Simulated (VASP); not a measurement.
TaAl:

```
Ta Al
1.0
     4.54228    0.00000    0.00000
     0.00000    4.54228    0.00000
     0.00000    0.00000    4.54228
Ta Al
3 3
Direct
  0.00000 0.50000 0.50000
  0.50000 0.00000 0.50000
  0.50000 0.50000 0.00000
  0.50000 0.00000 0.00000
  0.00000 0.50000 0.00000
  0.00000 0.00000 0.50000
```

The cell was built by a generator and needn't be a form met in nature.

```yaml
Program: VASP 6.6.1
Task: relaxation of cell and atoms
Functional: PBE
Potentials_or_basis: VASP PAW PBE potentials, release 64 (Ta_pv, Al)
Cutoff: 520 eV
k_mesh: 4 × 4 × 4
Occupations: gaussian, width 0.15 eV
Spin: no spin polarisation
```

At the start: pressure 61.8 GPa; volume 15.62 Å³/atom.

Q: How do energy, volume and symmetry change on relaxing?

A: Over 4 steps the energy falls by 963.9 meV/atom and the volume is 22.23 Å³/atom (+42.3 %); space group Pm-3m (No. 221, to 0.05 Å).

Step by step:
```
step  energy change (eV)  largest force (eV/Å)  pressure (GPa)  volume (Å³)
   1              0.0000                0.0000           61.77        93.72
   2             -0.2894                0.0000          -16.09       201.43
   3             -5.7784                0.0000           -1.15       134.56
   4             -5.7835                0.0000           -0.25       133.38
```

Final structure:
```yaml
crystal:
  lattice:
    - [5.10929, 0.00000, 0.00000]
    - [0.00000, 5.10929, 0.00000]
    - [0.00000, 0.00000, 5.10929]
  atoms:
    - { symbol: Ta, position: [0.00000, 0.50000, 0.50000] }
    - { symbol: Ta, position: [0.50000, 0.00000, 0.50000] }
    - { symbol: Ta, position: [0.50000, 0.50000, 0.00000] }
    - { symbol: Al, position: [0.50000, 0.00000, 0.00000] }
    - { symbol: Al, position: [0.00000, 0.50000, 0.00000] }
    - { symbol: Al, position: [0.00000, 0.00000, 0.50000] }
```

Caveat: the volume moved by over 15 % at a fixed basis, so the end points are rough.
